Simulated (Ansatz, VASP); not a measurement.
# Cross-check of Hf2CO2 (Hf2CO2 MXene, 1 layer) between VASP and Ansatz

Wanted: the spread between two codes on one cell, functional and k mesh. The structure shown is the start of the Ansatz relaxation below; VASP solves that cell, so the two are compared at the walk's first step.

Main program and level: Ansatz 0.2.0; plane waves, with VASP 6.6.1 beside it; single point at PBE.

### 1. The structure

The cell holds 5 atoms: 2 O, 2 Hf and 1 C. Cell: a = 3.289 Å, b = 3.289 Å, c = 19.953 Å, α = 90.0°, β = 90.0°, γ = 120.0°. Vacuum lies along c.

### 2. Ansatz: relaxation, PBE

Ansatz runs on its default PAW (the set named soft_2) files.

The two programs are compared at the cell with which this relaxation starts, whose forces are those of its first step.

input.yaml reads:

```yaml
crystal:
  lattice:
    - [3.289, 0.0, 0.0]
    - [-1.6445, 2.848357553, 0.0]
    - [0.0, 0.0, 19.9529467956]
  atoms:
    - { symbol: O, position: [0.3333333333, 0.6666666667, 0.3758843281] }
    - { symbol: Hf, position: [0.6666666667, 0.3333333333, 0.4349593929] }
    - { symbol: C, position: [0.0, 0.0, 0.5] }
    - { symbol: Hf, position: [0.3333333333, 0.6666666667, 0.5650406071] }
    - { symbol: O, position: [0.6666666667, 0.3333333333, 0.6241156719] }
kpoints:
  mp_grid: { grid: [12, 12, 1] }
hamiltonian:
  xc: pbe
scf:
  occupations: { method: fermi_dirac, width: 0.05 }
  convergence: { dr2_threshold: 1.0e-08 }
efield:
  axis: 3
  dipole_correction: true
  ramp_position: 0.97
  ramp_width: 0.04
relax:
  f_tol: 0.01
  cell: { fix: [c, alpha, beta] }
output:
  write_potential: true
  write_density: true
  volumetric_format: npy
```

Run with:

```sh
$ ansatz run input.yaml --threads 2 --pin off --max-ram 4096MiB --backend cpu --events-out ev --progress --plain --runs-dir out
```

Numbers of over 12 decimals in the logs are rounded to 6 here.

The program printed:

```text
Warning: relax.cell: scf.convergence.dr2_threshold = 1e-8 eV is looser than the 5e-10 eV advised for a relaxation that steers and ends on the stress (1e-10 eV for each atom of the cell: 5). What an SCF threshold leaves in a stress goes as its square root, and in the free energy as the threshold itself, and one threshold admits the most on a small cell: [figures from the program's tests cut] Set scf.convergence.dr2_threshold to 5e-10 eV or tighter. The threshold is an SCF's pass mark: one that does not reach it within its budget of iterations ends unconverged, or closes short of it on a stop that the run arms, and scf.convergence.dr2_threshold's page says what that costs each kind of run
Engine: ansatz 0.2.0, aarch64-unknown-linux-gnu
Pseudopotentials: kind: paw
Pseudopotential: O, paw, valence charge 6, recommended cutoff 420 eV (normal), O.paw.azcp
Pseudopotential: Hf, paw, valence charge 26, recommended cutoff 420 eV (normal), Hf.paw.azcp
Pseudopotential: C, paw, valence charge 4, recommended cutoff 420 eV (normal), C.paw.azcp
Functional definition: PBE
  parameter kappa = 0.804
  parameter beta = 0.066725
  exchange = pbe_x(kappa = kappa, mu = beta*pi^2/3)
  correlation = pbe_c(beta = beta)
Crystal: 5 atoms, lattice volume = 186.924 Å³
Basis set: ecut = 420 eV, 3727 PW (Γ), exchange–correlation on 48×48×270 points (8 copies of the dense FFT grid, shifted against one another)
Bands: 41, of which v1, the nominal top of the filled ones, is band 34 counted from 1 (33 counted from 0)
Symmetry: 6 space group operations
k-points: 19 of 144 (time reversal used)
Non-local potential: O, projectors of the file, l = 0: 2, l = 1: 2, l = 2: 1
Non-local potential: Hf, projectors of the file, l = 0: 3, l = 1: 2, l = 2: 2, l = 3: 3
Non-local potential: C, projectors of the file, l = 0: 2, l = 1: 2, l = 2: 1
PAW form: soft (Blöchl's): semilocal exchange-correlation on the pseudo side does not see the compensation charge
PAW one-centre angular grid: O, 110 points (default); XC on 64 Gauss nodes
PAW one-centre angular grid: Hf, 590 points (default); XC on 64 Gauss nodes
PAW one-centre angular grid: C, 110 points (default); XC on 64 Gauss nodes
Initial density: superposition of atomic densities (neutral atoms: chi_scale 0, normalization atom), corrected by the library's trained network
Initial wavefunctions: pseudopotential atomic-orbital guess
Functional: x = pbe(κ = 0.804, μ = 0.219515), c = pbe(β = 0.066725)
SCF iter   1: F=—  HF=-32833.988173 eV  |F-HF|=—  |Δ(HF+E_count)|=         —  Δρ=3.41e-3  dr2=2.84e-2  ethr=1.77e-3  p=0.000 e·Å  D=5.84e-5 V/Å  ΔV_dip=-0.00 eV  dr2_dipole=8.74e-9  V_vac-E_F(+/−)=7.43/7.43 eV  ⟨swp⟩=7.6  Hψ=3305  notcnv=0  defer=5
efield: sawtooth ramp at fractional position 0.9700 (set: `efield.ramp_position`, or a place that a band, a saddle search or an elastic batch's reference lends), width 0.0400; the density the first Hamiltonian is built on has a dipole p = 0.000 e·Å; the dipole correction subtracts the counter field D = 5.84e-5 V/Å, which shifts the + side's vacuum level by -0.00 eV against the − side's; the planar-averaged density in the ramp window peaks in size at 9.3e-6 e/Å³
preconditioner: auto → Resta (q_TF=auto, 2.305 Å⁻¹)  ε∞=2.6  [insulator: Δε(μ)=0.844 eV  Ē_g=17.239 eV  σ=0.050 eV  W_gap=1.00  n_scr=44 (ndim 8)  ℏωp=21.7 eV  f_vac=0.643  D(μ)=0.00/eV (n_scr^D=0)  ε∞_Penn≈2.6  vacuum switching on, ρ_ref=2.2e-2 e/Å³]
SCF iter   2: F=—  HF=-32833.986409 eV  |F-HF|=—  |Δ(HF+E_count)|=   1.76e-3  Δρ=1.55e-3  dr2=4.85e-3  ethr=4.17e-5  p=0.000 e·Å  D=6.99e-5 V/Å  ΔV_dip=-0.00 eV  dr2_dipole=1.53e-7  V_vac-E_F(+/−)=7.30/7.30 eV  ⟨swp⟩=2.2  Hψ=1665  notcnv=0  defer=27
SCF iter   3: F=—  HF=-32833.985824 eV  |F-HF|=—  |Δ(HF+E_count)|=   5.85e-4  Δρ=8.59e-4  dr2=2.02e-3  ethr=7.14e-6  p=-0.000 e·Å  D=-5.67e-5 V/Å  ΔV_dip=0.00 eV  dr2_dipole=4.78e-7  V_vac-E_F(+/−)=7.27/7.27 eV  ⟨swp⟩=2.3  Hψ=1257  notcnv=0  defer=27
SCF iter   4: F=—  HF=-32833.985754 eV  |F-HF|=—  |Δ(HF+E_count)|=   6.96e-5  Δρ=6.29e-4  dr2=9.57e-4  ethr=2.97e-6  p=0.000 e·Å  D=1.51e-4 V/Å  ΔV_dip=-0.00 eV  dr2_dipole=2.12e-6  V_vac-E_F(+/−)=7.22/7.22 eV  ⟨swp⟩=2.1  Hψ=1235  notcnv=0  defer=27
SCF iter   5: F=—  HF=-32833.985626 eV  |F-HF|=—  |Δ(HF+E_count)|=   1.29e-4  Δρ=1.31e-4  dr2=2.82e-5  ethr=1.41e-6  p=-0.000 e·Å  D=-1.05e-4 V/Å  ΔV_dip=0.00 eV  dr2_dipole=1.18e-6  V_vac-E_F(+/−)=7.21/7.21 eV  ⟨swp⟩=2.1  Hψ=1246  notcnv=0  defer=27
[...]
SCF iter   1: F=—  HF=-32834.910458 eV  |F-HF|=—  |Δ(HF+E_count)|=         —  Δρ=3.88e-5  dr2=4.41e-7  ethr=5.83e-7  p=0.000 e·Å  D=2.07e-6 V/Å  ΔV_dip=-0.00 eV  dr2_dipole=2.25e-12  V_vac-E_F(+/−)=4.86/4.86 eV  ⟨swp⟩=4.0  Hψ=5622  notcnv=0
efield: sawtooth ramp at fractional position 0.9700 (set: `efield.ramp_position`, or a place that a band, a saddle search or an elastic batch's reference lends), width 0.0400; the density the first Hamiltonian is built on has a dipole p = 0.000 e·Å; the dipole correction subtracts the counter field D = 2.07e-6 V/Å, which shifts the + side's vacuum level by -0.00 eV against the − side's; the planar-averaged density in the ramp window peaks in size at 1.3e-6 e/Å³
eigensolver tolerance schedule: the retry pair's looser diagonalisation over-reported the residual by 897.97 of it (diagonalisation noise at 0.20 of the residual, at the tolerance the schedule requests for it); recorded, not acted on — ethr = c·dr2/N_el stays at c = 1.0e-1
SCF iter   2: F=—  HF=-32834.910376 eV  |F-HF|=—  |Δ(HF+E_count)|=   8.22e-5  Δρ=1.99e-5  dr2=2.85e-7  ethr=6.49e-10  p=0.000 e·Å  D=1.65e-6 V/Å  ΔV_dip=-0.00 eV  dr2_dipole=2.38e-12  V_vac-E_F(+/−)=4.86/4.86 eV  ⟨swp⟩=3.6  Hψ=2144  notcnv=0
SCF iter   3: F=—  HF=-32834.910376 eV  |F-HF|=—  |Δ(HF+E_count)|=   1.11e-7  Δρ=1.09e-5  dr2=4.44e-8  ethr=4.19e-10  p=0.000 e·Å  D=2.06e-6 V/Å  ΔV_dip=-0.00 eV  dr2_dipole=2.68e-12  V_vac-E_F(+/−)=4.86/4.86 eV  ⟨swp⟩=2.0  Hψ=1272  notcnv=0
SCF iter   4: F=-32834.910376 eV  HF=-32834.910376 eV  |F-HF|=9.75e-10  |Δ(HF+E_count)|=   5.81e-8  Δρ=2.55e-6  dr2=4.13e-9  ethr=1.47e-11  p=0.000 e·Å  D=1.61e-6 V/Å  ΔV_dip=-0.00 eV  dr2_dipole=5.67e-12  V_vac-E_F(+/−)=4.86/4.86 eV  ⟨swp⟩=10.8  Hψ=6848  notcnv=0
SCF 7 converged in 4 iterations: F = -32834.910376 eV  dr2 = 4.13e-9
relax step   7: F+E_penalty+E_count = -32834.91037632 eV  Δ(F+E_penalty+E_count) = +1.732e-3 eV  max|allowed force component| = 1.185e-3 eV/Å  Δτ_max = 0.0000 Å  P = -0.014 GPa  Ω = 185.286 Å³  fix = [c, alpha, beta]  reactions: c -0.000 GPa  stress off target by 2.06e-2 GPa on what of the cell is left free  SCF on the basis re-selected at this cell (its energy is not comparable with the rows above)  (4 SCF iters)
basis re-selected at this cell: Δ(F+E_penalty+E_count) = +1.732e-3 eV, ΔP = -0.017 GPa vs the last step (what re-selecting the basis moved, of the pressure what is left beyond the Pulay correction that the steps carried, after the strain that the cell walked since its last selection, with what the two solves' SCF thresholds leave and, on support functions, any second-order correction that the steps lacked; it is no m [...]
WARN: The output density's exchange-correlation potential varies sharply where the density is thin. Do not read a vacuum level from v_tot or v_xc, or from such a field of the output density. On a cell that repeats whose density bears no net charge and no dipole along the vacuum's axis use v_es (v_loc + v_h of the components); under efield.dipole_correction with no amplitude use v_es + v_field, which holds any externa [...]
SCF converged after 4 iterations
Free energy (F): -32834.910376 eV
Harris-Foulkes:  -32834.910376 eV  (|F-HF|=9.75e-10)
Internal energy: -32834.910374 eV  (E = F + TS)
E sigma→0 (E₀):  -32834.910375 eV
Entropy (-TS):   -0.000002 eV (-0.000 meV/atom)
Fermi energy:    2.595247 eV
Dipole field:    D = 0.000005 V/Å  (p = 0.000005 e·Å, saw-weighted, corrected)
Work function:   Φ+ = 4.8643 eV   Φ− = 4.8644 eV
Levels:          The Fermi level and band energies are counted from a zero that moves with the ramp; work functions are not
--- Per-component energies (eV) ---
  E_band       = -954.173065
  E_kinetic    = 1280.881647
  E_local      = -88897.318590  (includes V_loc(G=0)·N_el)
  E_nonlocal   = -2364.244539
  E_hartree    = 43518.281718
  E_xc         = -795.761858
  E_vxc        = -780.338660  (∫ρ·V_xc dr)
  E_paw        = -14269.653785  (= ΣΔE_a)
  E_vpaw       = 2770.278032  (= ΣTr[D̂ρ^β])
  E_aug_tail   = 0.004905  (compensation charges beyond the density's cutoff)
  E_efield     = 0.000000  (sawtooth field / dipole correction)
  E_vefield    = -0.000067  (∫n·V_field dr)
  E_ewald      = 28692.900128
  E_smearing   = -0.000002  (= −TS)
  E_closure    = -0.000000  (closes the sum)
  Σ components = -32834.910376   (vs F -32834.910376, Δ=0.00e0)
--- Forces (eV/Å), atoms counted from 1 ---
  atom   1  O      0.00000000    -0.00000000     0.00052768
  atom   2  Hf     0.00000000    -0.00000000    -0.00118563
  atom   3  C      0.00000000    -0.00000000     0.00006849
  atom   4  Hf     0.00000000     0.00000000     0.00109215
  atom   5  O      0.00000000     0.00000000    -0.00050486
  max |Σ_I F_I| component: 2.17e-6 eV/Å
--- Stress (GPa, compression-positive) ---
       -0.020553       0.000000       0.000000
        0.000000      -0.020553      -0.000000
        0.000000      -0.000000      -0.000008
  P = ⅓ Tr σ = -0.0137 GPa (-0.137 kbar)
--- Band table (eV; the first three rows and the last of 19) ---
  k-point 0: bands = [... 30 lower, -2.1160, 0.7407, 2.1221, 2.1221, 4.3621, 4.3621, 4.7131, 6.0178, ... 3 higher]
  k-point 1: bands = [... 30 lower, -1.9945, 0.8951, 1.5332, 1.8683, 4.2999, 4.6790, 4.8532, 6.0654, ... 3 higher]
  k-point 2: bands = [... 30 lower, -1.7655, 0.4374, 1.1085, 1.4180, 3.9256, 5.2522, 5.2634, 6.0986, ... 3 higher]
  k-point 18: bands = [... 30 lower, -1.7579, -0.3426, -0.2962, -0.2962, 4.6905, 5.6749, 5.6750, 6.5920, ... 3 higher]
--- Relaxed structure (6 steps of the walk, 6 accepted, 1 SCFs on fresh bases) ---
  F+E_penalty+E_count = -32834.91037632 eV   max|allowed force component| = 1.185e-3 eV/Å   (the final SCF, on the basis selected at the relaxed cell)
  cell:  # Å, volume = 185.2862 Å³
    - [3.274558, -5.344432202324836e-19, 0]
    - [-1.637279, 2.835851, 0]
    - [0, 0, 19.9529467956]
  atoms:
    - { symbol: O, position: [0.333333, 0.666667, 0.384076] }
    - { symbol: Hf, position: [0.666667, 0.333333, 0.430888] }
    - { symbol: C, position: [0, 0, 0.500000] }
    - { symbol: Hf, position: [0.333333, 0.666667, 0.569112] }
    - { symbol: O, position: [0.666667, 0.333333, 0.615924] }
```

### 3. VASP: single point, PBE, start cell

The same cell, functional, mesh and smearing now go to VASP, with its own data sets.

Lines of VASP's logs that name or quote its potential files are left out, and so is its time.

INCAR reads:

```
SYSTEM = Hf2CO2
PREC = Accurate
ENCUT = 520
EDIFF = 1E-06
NELM = 120
ISMEAR = -1
SIGMA = 0.05
LREAL = .FALSE.
ALGO = Normal
GGA = PE
NBANDS = 24
LASPH = .TRUE.
LORBIT = 11
LWAVE = .FALSE.
LCHARG = .FALSE.
ISIF = 2
LDIPOL = .TRUE.
IDIPOL = 3
DIPOL = 0.5 0.5 0.5
LVHAR = .TRUE.
GGA_COMPAT = .FALSE.
EFERMI = MIDGAP
NELMDL = -8
KPAR = 2
```

POSCAR reads:

```
Hf2CO2
1.0
    3.2890000000      0.0000000000      0.0000000000
   -1.6445000000      2.8483580000      0.0000000000
    0.0000000000      0.0000000000     19.9529470000
O Hf C
2 2 1
Direct
    0.3333332748      0.6666665496      0.3758843243
    0.6666667252      0.3333334504      0.6241156757
    0.6666667252      0.3333334504      0.4349594072
    0.3333332748      0.6666665496      0.5650405928
    0.0000000000      0.0000000000      0.4999999749
```

KPOINTS reads:

```
Automatic mesh
0
Gamma
12 12 1
0 0 0
```

Potentials, in the order of the species: O, Hf_pv and C (PBE family, release 64).

Run with:

```sh
$ mpirun -np 2 vasp_std
```

The program printed:

```text
[banner, memory and clock lines left out]
running    2 mpi-ranks, on    1 nodes
 distrk:  each k-point on    1 cores,    2 groups
 distr:  one band on    1 cores,    1 groups

 POSCAR found type information on POSCAR O HfC
 POSCAR found :  3 types and       5 ions
 LDA part: xc-table for (Slater+PW92), standard interpolation
 POSCAR, INCAR and KPOINTS ok, starting setup
 FFT: planning ... GRIDC
 FFT: planning ... GRID_SOFT
 FFT: planning ... GRID
 WAVECAR not read
 entering main loop
       N       E                     dE             d eps       ncg     rms          rms(c)
DAV:   1     0.227557663788E+03    0.22756E+03   -0.18824E+04  1096   0.126E+03
DAV:   2    -0.344918443590E+02   -0.26205E+03   -0.25646E+03  1192   0.305E+02
DAV:   3    -0.579233395152E+02   -0.23431E+02   -0.23254E+02  1184   0.819E+01
DAV:   4    -0.584033826704E+02   -0.48004E+00   -0.47926E+00  1264   0.131E+01
DAV:   5    -0.584137294104E+02   -0.10347E-01   -0.10340E-01  1176   0.177E+00
DAV:   6    -0.584142004081E+02   -0.47100E-03   -0.47092E-03  1288   0.357E-01
DAV:   7    -0.584142153031E+02   -0.14895E-04   -0.14894E-04  1160   0.607E-02
DAV:   8    -0.584142161126E+02   -0.80948E-06   -0.80932E-06  1152   0.134E-02    0.716E+01
DAV:   9    -0.502080328859E+02    0.82062E+01   -0.51848E+01  1096   0.349E+01    0.596E+01
DAV:  10    -0.508434046376E+02   -0.63537E+00   -0.16462E+01  1064   0.239E+01    0.196E+01
DAV:  11    -0.497260943514E+02    0.11173E+01   -0.80411E+00  1176   0.168E+01    0.316E+00
DAV:  12    -0.496648253747E+02    0.61269E-01   -0.73810E-01  1176   0.526E+00    0.326E+00
DAV:  13    -0.496669908285E+02   -0.21655E-02   -0.72456E-02  1224   0.142E+00    0.103E+00
DAV:  14    -0.496653007013E+02    0.16901E-02   -0.13963E-02  1136   0.810E-01    0.467E-01
[...]
DAV:  20    -0.496658768046E+02   -0.51172E-04   -0.19755E-05  1024   0.178E-02    0.101E-02
DAV:  21    -0.496658922270E+02   -0.15422E-04   -0.85805E-07   888   0.570E-03    0.783E-03
DAV:  22    -0.496659407251E+02   -0.48498E-04   -0.41407E-06  1016   0.925E-03    0.984E-03
DAV:  23    -0.496659592729E+02   -0.18548E-04   -0.83217E-07   936   0.411E-03    0.559E-03
DAV:  24    -0.496659717000E+02   -0.12427E-04   -0.68121E-07   880   0.337E-03    0.764E-03
DAV:  25    -0.496659748191E+02   -0.31191E-05   -0.10904E-07   816   0.146E-03    0.410E-03
DAV:  26    -0.496659763251E+02   -0.15060E-05   -0.10141E-07   816   0.163E-03    0.203E-03
DAV:  27    -0.496659768933E+02   -0.56823E-06   -0.62396E-08   776   0.117E-03
   1 F= -.49665977E+02 E0= -.49665972E+02  d E =-.106435E-04
```

(Continued in part 2 of 2.)

[Lines on the potential files, build, host, timing and source positions are cut from VASP's logs without a mark.]

[Logs are printed without paths, hosts, clocks, repeated set-up lines and the standing remarks that a program may print on its own settings, such as how far it seeks lower states.]

[Hosts, paths, dates, database ids (printed as entryN), source tags and the programs' standing remarks are cut or masked in the printed files.]
